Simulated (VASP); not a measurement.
These are RPBE GGA, VASP's PBE PAW potentials (set 64) (plane waves; VASP 6.6.1) values and carry that method's errors.

The input files of a VASP run:

**POSCAR**
```
NiAl
2.9743640
  0.9999998354   0.0000000000   0.0000000000
  0.0000000000   0.9999998354   0.0000000000
  0.0000000000   0.0000000000   0.9999998354
Al Ni
1 1
Cart
  0.4999999177   0.4999999177   0.4999999177
  0.0000000000   0.0000000000   0.0000000000
```

INCAR:
```
# general
SYSTEM  = NiAl
PREC    = Accurate
ENCUT   = 520
LREAL   = F
LASPH   = T

# electronic loop
EDIFF   = 1E-7
NELM    = 100
ALGO    = Normal
LMAXMIX = 4

# smearing
ISMEAR  = 1
SIGMA   = 0.1

# functional
GGA     = RP

# ions
ISIF    = 2

# output
LWAVE   = F
LCHARG  = F
```

KPOINTS:
```
Automatic
0
Gamma
12 12 12
```

POTCAR, in this order: Al Ni (PBE.64 set). Program: vasp_std.

The run wrote:

File OSZICAR:
```
       N       E                     dE             d eps       ncg     rms          rms(c)
DAV:   1     0.395877443871E+02    0.39588E+02   -0.56796E+03  1704   0.132E+03
DAV:   2    -0.976702961856E+01   -0.49355E+02   -0.46496E+02  1684   0.200E+02
DAV:   3    -0.109277448205E+02   -0.11607E+01   -0.11470E+01  2044   0.402E+01
DAV:   4    -0.109455021555E+02   -0.17757E-01   -0.17750E-01  2014   0.447E+00
DAV:   5    -0.109460152143E+02   -0.51306E-03   -0.51305E-03  1910   0.780E-01    0.110E+01
DAV:   6    -0.130787017872E+02   -0.21327E+01   -0.56710E+01  1912   0.125E+02    0.162E+01
DAV:   7    -0.972818347039E+01    0.33505E+01   -0.16257E+01  1852   0.756E+01    0.124E+00
DAV:   8    -0.972147561701E+01    0.67079E-02   -0.50016E-01  2104   0.874E+00    0.104E+00
DAV:   9    -0.970883187081E+01    0.12644E-01   -0.64895E-02  1956   0.408E+00    0.195E-01
DAV:  10    -0.970846270768E+01    0.36916E-03   -0.27970E-03  2052   0.841E-01    0.588E-02
DAV:  11    -0.970845322439E+01    0.94833E-05   -0.10023E-04  2386   0.120E-01    0.239E-02
DAV:  12    -0.970845178638E+01    0.14380E-05   -0.21961E-06  1892   0.161E-02    0.734E-03
DAV:  13    -0.970845103714E+01    0.74925E-06   -0.49330E-07  1250   0.113E-02    0.215E-03
DAV:  14    -0.970845099793E+01    0.39206E-07   -0.12770E-07   976   0.316E-03
   1 F= -.97084510E+01 E0= -.97084398E+01  d E =-.334666E-04
```

### OUTCAR
```
------------------------ aborting loop because EDIFF is reached ----------------------------------------
  FORCE on cell =-STRESS in cart. coord.  units (eV):
  Direction    XX          YY          ZZ          XY          YZ          ZX
  --------------------------------------------------------------------------------------
  Total       -1.2737150     -1.2737150     -1.2737150      0.0000000      0.0000000      0.0000000
  in kB      -77.5533742    -77.5533742    -77.5533742      0.0000000      0.0000000      0.0000000
  external PRESSURE =     -77.5533742 kB  Pullay stress =       0.0000000 kB
  volume of cell :       26.31
      direct lattice vectors                 reciprocal lattice vectors
     2.974363510  0.000000000  0.000000000     0.336206384  0.000000000  0.000000000
     0.000000000  2.974363510  0.000000000     0.000000000  0.336206384  0.000000000
     0.000000000  0.000000000  2.974363510     0.000000000  0.000000000  0.336206384
 POSITION                                       TOTAL-FORCE (eV/Angst)
 -----------------------------------------------------------------------------------
      1.48718      1.48718      1.48718         0.000000      0.000000      0.000000
      0.00000      0.00000      0.00000         0.000000      0.000000      0.000000
 -----------------------------------------------------------------------------------
    total drift:                               -0.000000      0.000000      0.000000
  FREE ENERGIE OF THE ION-ELECTRON SYSTEM (eV)
  ---------------------------------------------------
  free  energy   TOTEN  =        -9.7084509979 eV

  energy  without entropy=       -9.7084175313  energy(sigma->0) =       -9.70843984
```
(Selected blocks of OUTCAR.)

The compound is NiAl in the CsCl type structure. This cell is one point of a volume scan, at 1.06 of the reference volume. The run is not spin-polarised, so no magnetic state was tried. The electron count is odd and the run is not spin-polarised, which forces a metal.
